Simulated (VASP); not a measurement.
# A VASP study of B2Ru (SCAN): structure first, properties next, part 3 of 5

What structure and properties does SCAN give B2Ru, and how near are they to the measured ones? The start is a cell from a database of measured crystal structures.

VASP 6.6.1; SCAN; plane waves and PAW (B, Ru_pv).

So far. Step 3 (Density, ELF and potential (SCAN)): In this run the pressure is -0.13 GPa, small enough to go on. Step 4 (Bands along the symmetry lines (SCAN)): There is no gap at this level. The relaxed cell has a, b, c = 2.866, 4.621, 4.027 Å (conventional setting).

**5. Total and projected DOS (SCAN)**

A density of states needs more k-points than a total energy; ISMEAR = -5 takes tetrahedra, and LORBIT projects the states on the PAW spheres. The mesh is finer than in the run before.

INCAR reads:

```
SYSTEM = B2Ru
PREC = Accurate
ENCUT = 420
EDIFF = 1E-06
NELM = 100
ISMEAR = -5
SIGMA = 0.05
LREAL = .FALSE.
ALGO = Normal
METAGGA = SCAN
LASPH = .TRUE.
NBANDS = 36
LORBIT = 11
LWAVE = .FALSE.
LCHARG = .FALSE.
KPAR = 4
NEDOS = 2001
```

POSCAR reads:

```
B2Ru
1.0
    2.8662184053      0.0000000000      0.0000000000
    0.0000000000      4.6212330436      0.0000000000
    0.0000000000      0.0000000000      4.0266209349
B Ru
4 2
Direct
    0.0000000000      0.8035815410      0.3624403514
    0.0000000000      0.1964184590      0.3624403514
    0.5000000000      0.3035815410      0.6375596486
    0.5000000000      0.6964184590      0.6375596486
    0.0000000000      0.0000000000      0.8472324051
    0.5000000000      0.5000000000      0.1527675949
```

KPOINTS reads:

```
Automatic mesh
0
Gamma
11 7 8
0 0 0
```

PAW data sets: B and Ru_pv (PBE family, release 64).

Started as:

```
mpirun -np 4 vasp_std
```

The program printed:

```text
[... set-up lines as in an earlier step ...]
 entering main loop
       N       E                     dE             d eps       ncg     rms          rms(c)
DAV:   1     0.252822415887E+03    0.25282E+03   -0.19047E+04  8648   0.996E+02
DAV:   2    -0.106572562918E+03   -0.35939E+03   -0.34462E+03  9404   0.333E+02
DAV:   3    -0.117825872296E+03   -0.11253E+02   -0.11126E+02 10388   0.617E+01
DAV:   4    -0.117917156278E+03   -0.91284E-01   -0.91221E-01 10472   0.521E+00
DAV:   5    -0.117918856628E+03   -0.17004E-02   -0.16975E-02 10596   0.693E-01    0.430E+01
DAV:   6    -0.102768846754E+03    0.15150E+02   -0.28241E+01 10396   0.457E+01    0.933E+00
DAV:   7    -0.101181526849E+03    0.15873E+01   -0.85434E+00 10040   0.201E+01    0.526E+00
DAV:   8    -0.101273353831E+03   -0.91827E-01   -0.37638E-01 10136   0.353E+00    0.224E+00
DAV:   9    -0.101280355396E+03   -0.70016E-02   -0.37957E-02 10112   0.134E+00    0.268E-01
DAV:  10    -0.101281169523E+03   -0.81413E-03   -0.19071E-03 10420   0.306E-01    0.111E-01
DAV:  11    -0.101281106058E+03    0.63465E-04   -0.42420E-04  9668   0.151E-01    0.470E-02
DAV:  12    -0.101281095794E+03    0.10264E-04   -0.19953E-05 10504   0.289E-02    0.875E-03
DAV:  13    -0.101281109338E+03   -0.13544E-04   -0.54571E-06 10072   0.142E-02    0.280E-03
DAV:  14    -0.101281107330E+03    0.20084E-05   -0.42128E-07  5240   0.451E-03    0.941E-04
DAV:  15    -0.101281109631E+03   -0.23008E-05   -0.12621E-07  4924   0.221E-03    0.471E-04
DAV:  16    -0.101281109744E+03   -0.11354E-06   -0.81057E-09  4832   0.626E-04
   1 F= -.10128111E+03 E0= -.10128111E+03  d E =0.000000E+00
 -----------------------------------------------------------------------------
|                                                                             |
|           W    W    AA    RRRRR   N    N  II  N    N   GGGG   !!!           |
|           W    W   A  A   R    R  NN   N  II  NN   N  G    G  !!!           |
|           W    W  A    A  R    R  N N  N  II  N N  N  G       !!!           |
|           W WW W  AAAAAA  RRRRR   N  N N  II  N  N N  G  GGG   !            |
|           WW  WW  A    A  R   R   N   NN  II  N   NN  G    G                |
|           W    W  A    A  R    R  N    N  II  N    N   GGGG   !!!           |
|                                                                             |
|     Tetrahedron method does not include variations of the Fermi             |
|     occupations, so forces and stress will be inaccurate. We suggest        |
|     using a different smearing scheme ISMEAR = 1 or 2 for metals in         |
|     relaxations.                                                            |
|                                                                             |
 -----------------------------------------------------------------------------
```

It took 70 s on 4 MPI ranks of Intel Xeon 6975P-C (Granite Rapids), shared host; peak memory 0.99 GiB; 4.6 min of CPU time.

Parts of OUTCAR (step 5):

```text
   k-points           NKPTS =    120   k-points in BZ     NKDIM =    120   number of bands    NBANDS=     36

   NELECT =      40.0000    total number of electrons

 E-fermi :  10.6722

 k-point     1 :       0.0000    0.0000    0.0000
  band No.  band energies     occupation
    ...
     16       7.0864      2.00000
     17       7.5205      2.00000
     18       8.3081      2.00000
     19       8.6780      2.00000
     20       9.4187      2.00000
     21      10.6919      0.00000
     22      12.6074      0.00000
     23      14.9758      0.00000
     24      15.0994      0.00000
     25      15.2067      0.00000
    ...

  Total       -0.1753735      0.0971623     -0.0225277      0.0000000      0.0000000      0.0000000
  in kB       -5.2682541      2.9187736     -0.6767371      0.0000000      0.0000000      0.0000000
  external PRESSURE =      -1.0087392 kB  Pullay stress =       0.0000000 kB

 POSITION                                       TOTAL-FORCE (eV/Angst)
 -----------------------------------------------------------------------------------
      0.00000      3.71354      1.45941        -0.000000      0.030573      0.010775
      0.00000      0.90770      1.45941         0.000000     -0.030573      0.010775
      1.43311      1.40292      2.56721         0.000000      0.030573     -0.010775
      1.43311      3.21831      2.56721         0.000000     -0.030573     -0.010775
      0.00000      0.00000      3.41148         0.000000     -0.000000     -0.037929
      1.43311      2.31062      0.61514         0.000000     -0.000000      0.037929
 -----------------------------------------------------------------------------------
    total drift:                               -0.000000      0.000000      0.000000

  FREE ENERGIE OF THE ION-ELECTRON SYSTEM (eV)
  ---------------------------------------------------
  free  energy   TOTEN  =      -101.2811097441 eV

  energy  without entropy=     -101.2811097441  energy(sigma->0) =     -101.28110974

[... 7 parts as in an earlier step ...]

[... 9 further parts left out ...]
```

With tetrahedra the forces and stress of a metal are not exact derivatives of the energy.

Numbers from this step:

```yaml
scf_cycles: 16
irreducible_k_points: 120
free_energy_toten: -101.2811 eV
fermi_energy: 10.67 eV
pressure: -0.1009 GPa
dos_at_the_fermi_level: 1.029 states/eV/cell
```

The density of states has structure finer than the step of the table below, so its rows give means over 1 eV, whole bins alone (the curve runs from -12.0 to 6.81 eV). Peaks (eV: height): total -5.9: 3.79, -5.3: 4.74, -4.2: 5.14, -3.6: 5.81; Ru d -5.3: 2.34, -4.2: 2.74, -3.5: 2.99, 0.8: 2.05; B p -5.9: 0.819, -5.3: 1.06, -4.2: 1.03, -3.6: 1.18; Ru p -4.2: 0.208, -3.6: 0.365, 2.6: 0.0776, 5.5: 0.0884; B s -10.7: 0.427, -8.8: 0.535, 4.0: 0.0979, 5.1: 0.301.

States under -12.0 eV and over 6.8 eV are left out. Density of states against energy, zero at the Fermi level; means over each step; values in states/eV/cell:

```csv
energy (eV),total,Ru d,B p,Ru p,B s,Ru s
-11,1.02,0.143,0.120,0.0331,0.377,0.0417
-10,0.931,0.170,0.122,0.0281,0.304,0.0351
-9,1.49,0.322,0.227,0.0521,0.392,0.0584
-8,1.58,0.451,0.262,0.0450,0.298,0.0830
-7,2.06,0.764,0.428,0.0479,0.163,0.120
-6,3.18,1.48,0.711,0.0814,0.103,0.101
-5,4.05,2.03,0.839,0.144,0.0949,0.0647
-4,4.46,2.33,0.882,0.203,0.0545,0.0384
-3,3.00,1.58,0.560,0.179,0.0388,0.0179
-2,2.26,1.66,0.243,0.0391,0.0112,0.00678
-1,1.30,0.921,0.152,0.0331,0.00879,0.00418
0,1.35,0.794,0.263,0.0340,0.0182,0.0210
1,2.70,1.60,0.517,0.0584,0.0692,0.0350
2,1.85,1.05,0.377,0.0597,0.0582,0.0110
3,1.53,0.706,0.406,0.0648,0.0569,0.00731
4,1.07,0.431,0.317,0.0380,0.0576,0.0113
5,1.73,0.592,0.405,0.0647,0.221,0.0434
6,2.00,0.607,0.532,0.0653,0.236,0.0548
```

The finer mesh and the other smearing move the Fermi level by -0.06 eV from the 8×5×6 run, one measure of the sampling error in the zero of the bands above. Of the states within 0.3 eV of the Fermi level, the largest shares in the PAW spheres are Ru d 59 % and B p 20 %. The rest lies in smaller channels or between the spheres.

(Continued in part 4 of 5.)

[Lines on the potential files, build, host, timing and source positions are cut from VASP's logs without a mark.]

[Logs are printed without paths, hosts, clocks, repeated set-up lines and the standing remarks that a program may print on its own settings, such as how far it seeks lower states.]

[Hosts, paths, dates, database ids (printed as entryN), source tags and the programs' standing remarks are cut or masked in the printed files.]

[Measured values are set beside computed ones only where the two were judged alike; some that the calculation misses by far are left out.]
